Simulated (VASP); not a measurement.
A convergence study with VASP on Pt (fcc): one setting is varied, all else stays as given below, so the limit is that of these other settings.

```yaml
crystal:
  lattice:
    - [0.00000, 1.96000, 1.96000]
    - [1.96000, 0.00000, 1.96000]
    - [1.96000, 1.96000, 0.00000]
  atoms:
    - { symbol: Pt, position: [0.00000, 0.00000, 0.00000] }
```

Calculation: PBE GGA, VASP's PBE PAW potentials (set 64) (plane waves; VASP 6.6.1). The tightest run used: 550 eV cut-off, 22×22×22 Monkhorst-Pack mesh, first-order Methfessel-Paxton smearing of 0.10 eV, potentials Pt.

```csv
setting,E (eV/atom),pressure (GPa),irreducible k-points
1×1×1 mesh,-16.1440,-68.59,1
2×2×2 mesh,-6.2492,11.65,2
3×3×3 mesh,-5.4307,18.88,4
4×4×4 mesh,-6.0606,9.66,10
5×5×5 mesh,-5.7664,14.83,10
6×6×6 mesh,-6.0995,9.69,28
7×7×7 mesh,-6.0420,11.53,20
8×8×8 mesh,-6.0757,9.83,60
9×9×9 mesh,-6.1122,9.42,35
```

Task: These are the cheaper rows. Estimate the results at 22×22×22 mesh, and how far the last row shown lies from them.

Result: 
```csv
quantity,tightest run,last row shown is off by
E (eV/atom),-6.0812,-0.0310
pressure (GPa),9.84,-0.42
```

Left out are rungs that failed or repeat a setting and relaxations that didn't move; long series are thinned to 24 rows.

The compound is Pt in the fcc structure. The cell was not relaxed at this level.
